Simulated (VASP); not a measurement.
An input for Quantum ESPRESSO's pw.x (written as the equivalent of a VASP run, and not itself run):

```
&CONTROL
  calculation = 'scf'
  pseudo_dir = './pseudo'
  outdir = './out'
  tprnfor = .true.
  tstress = .true.
/
&SYSTEM
  ibrav = 0
  nat = 4
  ntyp = 2
  ecutwfc = 84
  occupations = 'smearing'
  smearing = 'gaussian'
  degauss = 0.009996
  input_dft = 'pbe'
/
&ELECTRONS
  conv_thr = 7.3e-08
  electron_maxstep = 100
/
ATOMIC_SPECIES
  Ti 47.867 Ti.upf
  Pt 195.084 Pt.upf
CELL_PARAMETERS angstrom
     4.0006660    0.0000000    0.0000000
     0.0000000    4.0006660    0.0000000
     0.0000000    0.0000000    4.0006660
ATOMIC_POSITIONS crystal
  Ti   0.0000000  0.0000000  0.0000000
  Pt   0.5000000  0.5000000  0.0000000
  Pt   0.0000000  0.5000000  0.5000000
  Pt   0.5000000  0.0000000  0.5000000
K_POINTS automatic
  11 11 11 0 0 0
```

### Question
Translate this input to VASP (INCAR, KPOINTS, POSCAR, choice of POTCAR).

### Answer
One answer among several that fit: 
KPOINTS:
```
Automatic mesh
0
Gamma
11 11 11
0 0 0
```

POSCAR:
```
TiPt3
1.0
  4.0006660000   0.0000000000   0.0000000000
  0.0000000000   4.0006660000   0.0000000000
  0.0000000000   0.0000000000   4.0006660000
Ti Pt
1 3
Cart
  0.0000000000   0.0000000000   0.0000000000
  2.0003330000   2.0003330000   0.0000000000
  0.0000000000   2.0003330000   2.0003330000
  2.0003330000   0.0000000000   2.0003330000
```

### INCAR
```
SYSTEM  =  TiPt3
PREC  =  Accurate; ENCUT  =  300; LREAL  =  F
LASPH  =  T
EDIFF  =  1E-6; NELM  =  100; ALGO  =  Normal
LMAXMIX  =  6
ISMEAR  =  0; SIGMA  =  0.136
GGA  =  PE
ISIF  =  2
LWAVE  =  F; LCHARG  =  F
```

POTCAR, in this order: Ti_sv Pt (PBE.64 set). Program: vasp_std.

Limits of the translation: the potentials are each code's own (VASP's PAW set, PseudoDojo norm-conserving files in pw.x), so ENCUT and ecutwfc are chosen apart and not converted; conv_thr bounds pw.x's estimated SCF error, while EDIFF bounds the energy change between steps.

The structure comes from a computed database's TiPt3 entry; how it stands against other phases isn't given here. The cell was not relaxed at this level.
